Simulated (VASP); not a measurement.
Input:

```
Ni3Si
1.0
    3.50506     0.00000     0.00000
    0.00000     3.59496     0.00000
    0.00000     0.00000     3.60590
Si Ni
1 3
Direct
  0.00000   0.00000   0.00000
  0.00000   0.50000   0.50000
  0.50000   0.00000   0.50000
  0.52355   0.50000   0.00000
```

The numbers are results of PBE GGA, VASP's PBE PAW potentials (set 64) (plane waves; VASP), not measurements. Settings: 400 eV cut-off, 8×8×8 Γ-centred mesh, Gaussian smearing of 0.020 eV, potentials Si Ni.

Task: Give the force on each atom (eV/Å).

Result: 
```
atom      Fx     Fy     Fz
----  ------  -----  -----
Si1    0.176  0.000  0.000
Ni2    0.441  0.000  0.000
Ni3   -0.036  0.000  0.000
Ni4   -0.581  0.000  0.000
```

Task: Give the stress tensor in GPa (positive for a compressed cell).

Result: 
```
 -7.61    0.00    0.00
  0.00  -10.78    0.00
  0.00    0.00  -11.07
```
The pressure is its mean diagonal, -9.82 GPa.

The compound is Ni3Si in the L1_2 structure. The cell was not relaxed at this level, atoms are displaced from their ideal sites. The run is one of a series of settings (ISMEAR = 0, SIGMA = 0.02 against the base run), some of them coarse on purpose. The run is not spin-polarised, so no magnetic state was tried.
